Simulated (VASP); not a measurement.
## Ge: relaxation of the atoms with PBE

Ge:

```
Ge
1.0
     0.00000    2.82170    2.82170
     2.82170    0.00000    2.82170
     2.82170    2.82170    0.00000
Ge
2
Direct
  0.00000 0.00000 0.00000
  0.25000 0.25000 0.25000
```

The cell isn't the ideal one: a relaxed cell with its volume scaled by 0.94.

```json
{
  "Program": "VASP 6.6.1",
  "Task": "relaxation of the atoms",
  "Functional": "PBE",
  "Potentials or basis": "VASP PAW PBE potentials, release 64 (Ge_d)",
  "Cutoff": "600 eV",
  "k mesh": "10 × 10 × 10",
  "Occupations": "gaussian, width 0.03 eV",
  "Spin": "no spin polarisation",
  "Further INCAR settings": "ALGO = Normal; EDIFF = 1e-07; IBRION = 2; EDIFFG = -0.01; NSW = 40"
}
```

```
Pressure after relaxing : 4.1 GPa
Band gap on the k mesh  : 0.10 eV, direct
```

Final structure:
```
Ge
1.0
     0.00000    2.82170    2.82170
     2.82170    0.00000    2.82170
     2.82170    2.82170    0.00000
Ge
2
Direct
  0.00000 0.00000 0.00000
  0.25000 0.25000 0.25000
```

Levels at points of the mesh, in eV from the valence-band top:
| k point | band 10 | band 11 | band 12 | band 13 | band 14 | band 15 | band 16 | band 17 | band 18 |
| --- | --- | --- | --- | --- | --- | --- | --- | --- | --- |
| (0.00, 0.00, 0.00) | -24.56 | -12.83 | 0.00 | 0.00 | 0.00 | 0.10 | 2.56 | 2.56 | 2.56 |
| (0.50, 0.00, 0.00) | -24.53 | -10.72 | -7.63 | -1.42 | -1.42 | 0.21 | 3.75 | 3.75 | 7.14 |
| (0.50, 0.50, 0.00) | -24.52 | -8.92 | -8.92 | -3.10 | -3.10 | 0.74 | 0.74 | 9.58 | 9.58 |

It took 14 s on 1 thread of Intel(R) Xeon(R) 6975P-C (Granite Rapids), with other jobs on the host, peak memory 0.18 GiB.

Caveat: the relaxation stopped at its first step, so nothing moved. A k mesh can miss the band edges.
